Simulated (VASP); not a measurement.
H4C: single point with r2SCAN+D3(BJ)

The system is H4C.

```xyz
40
Lattice="8.6854 0.0000 0.0000 0.0000 8.6854 0.0000 0.0000 0.0000 8.6854" Properties=species:S:1:pos:R:3 pbc="T T T"
C     3.2651    2.4144    8.4364
C     6.7235    1.1532    3.0230
C     0.1574    7.5028    1.8333
C     8.5663    5.0470    5.8710
C     5.6831    3.8678    4.5166
C     0.2547    2.6820    8.2164
C     6.4477    8.1264    6.9834
C     2.3425    0.4744    2.5184
H     3.3987    3.4546    8.7319
H     2.3144    2.0466    8.8214
H     4.0784    1.8139    8.8431
H     3.2690    2.3423    7.3491
H     6.3452    1.0218    2.0096
H     6.0605    0.6501    3.7263
H     6.7654    2.2160    3.2600
H     7.7229    0.7251    3.0960
H     0.8252    7.1753    2.6297
H    -0.8720    7.2687    2.1032
H     0.4162    6.9888    0.9080
H     0.2604    8.5784    1.6923
H     9.6448    4.9595    5.7424
H     8.1049    5.2899    4.9141
H     8.3491    5.8366    6.5898
H     8.1663    4.1020    6.2376
H     6.4940    3.1459    4.6096
H     5.6243    4.2174    3.4862
H     5.8723    4.7137    5.1769
H     4.7416    3.3942    4.7937
H    -0.0606    2.8362    7.1848
H     0.4893    1.6291    8.3709
H    -0.5492    2.9776    8.8899
H     1.1392    3.2849    8.4199
H     5.4694    8.6041    7.0296
H     7.1849    8.7600    7.4758
H     6.7319    7.9807    5.9416
H     6.4046    7.1609    7.4866
H     2.9593    1.2255    3.0112
H     1.8915   -0.1744    3.2687
H     2.9616   -0.1211    1.8480
H     1.5577    0.9678    1.9457
```

The cell was built by a generator and needn't be a form met in nature.

* Program: VASP 6.6.1
* Task: single point
* Functional: r2SCAN
* Dispersion: D3(BJ)
* Potentials or basis: VASP PAW PBE potentials, release 64 (C, H)
* Cutoff: 520 eV
* k mesh: 1 × 1 × 1
* Occupations: fermi-dirac, width 0.02 eV
* Spin: no spin polarisation

| Item | Value |
| --- | --- |
| Pressure | 0.5 GPa |
| Largest force | 0.780 eV/Å |
| Band gap on the k mesh | 7.62 eV, direct |
| Dispersion energy per atom | -0.010 eV |

Forces in eV/Å, atoms in the order of the input:
```
C    0.291 -0.332  0.203
C    0.139  0.069 -0.065
C   -0.473 -0.373 -0.210
C    0.010  0.092 -0.149
C   -0.073  0.196  0.259
C   -0.386  0.112  0.066
C   -0.008  0.006 -0.010
C    0.480  0.454  0.400
H    0.019  0.014  0.013
H    0.777 -0.037 -0.055
H    0.091  0.061 -0.036
H   -0.036  0.007 -0.013
H    0.033 -0.054 -0.020
H   -0.023  0.037  0.012
H    0.029 -0.437 -0.313
H   -0.164  0.067  0.051
H   -0.245 -0.097 -0.199
H   -0.014 -0.073 -0.083
H    0.007 -0.056 -0.025
H   -0.304 -0.567 -0.078
H    0.013 -0.020  0.033
H    0.065  0.039  0.035
H    0.011 -0.025 -0.001
H   -0.025  0.400 -0.245
H   -0.206  0.330  0.255
H    0.008 -0.008 -0.008
H   -0.093 -0.017 -0.026
H    0.009 -0.038 -0.041
H    0.091 -0.292  0.293
H   -0.078  0.023  0.007
H   -0.093 -0.016 -0.035
H   -0.515  0.053 -0.146
H    0.011  0.006  0.000
H   -0.009 -0.006  0.000
H    0.003 -0.007  0.026
H   -0.009  0.021  0.000
H    0.121  0.038 -0.058
H    0.237  0.329 -0.030
H   -0.043 -0.002 -0.010
H    0.350  0.101  0.207
```

Stress tensor (GPa, compression positive):
```
1.03 0.06 0.19
0.06 0.48 0.30
0.19 0.30 0.10
```

Levels at points of the mesh, in eV from the valence-band top:
```csv
k point,band 28,band 29,band 30,band 31,band 32,band 33,band 34,band 35,band 36,band 37
"(0.00, 0.00, 0.00)",-0.57,-0.53,-0.19,-0.12,0.00,7.62,9.44,9.48,9.58,9.68
```

Run time: 5.4 min on 1 thread of Intel(R) Xeon(R) 6975P-C (Granite Rapids), on a shared host, peak memory 0.75 GiB.

Caveat: the PAW data sets were made with another functional, which shifts forces and pressure a little. r2SCAN opens gaps a little over a GGA but as a rule still falls short of measured ones.
